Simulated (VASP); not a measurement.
# Sm (relaxed from the fcc structure, space group Fm-3m): computed properties

Computed with r2SCAN meta-GGA, VASP's PBE PAW potentials (set 64) (plane waves; VASP).

```json
{
 "space_group": "Fm-3m (225)",
 "cell": "a = 5.1381 Å, b = 5.1381 Å, c = 5.1381 Å, α = 90.00°, β = 90.00°, γ = 90.00°",
 "volume_per_atom": "33.91 Å³/atom",
 "band gap (over mesh and band path)": "none (metal, semimetal or under 0.01 eV)",
 "density": "7.36 g/cm³"
}
```

```cif
data_Sm
_chemical_formula_sum 'Sm1'
_space_group_name_H-M_alt 'P 1'
_space_group_IT_number 1
_cell_length_a 3.63319
_cell_length_b 3.63319
_cell_length_c 3.63319
_cell_angle_alpha 60.000
_cell_angle_beta 60.000
_cell_angle_gamma 60.000
loop_
_space_group_symop_operation_xyz
  'x, y, z'
loop_
_atom_site_label
_atom_site_type_symbol
_atom_site_fract_x
_atom_site_fract_y
_atom_site_fract_z
_atom_site_occupancy
Sm1 Sm 0.00000 0.00000 0.00000 1
```

The 4f electrons are frozen in the core of the lanthanide potential, so 4f levels, which can set the real gap, and their magnetism are missing.

The structure was generated: Sm was put into the fcc type (Fm-3m), which need not be its known phase. It was relaxed first. Symmetry was kept, so distortions that lower it aren't found.
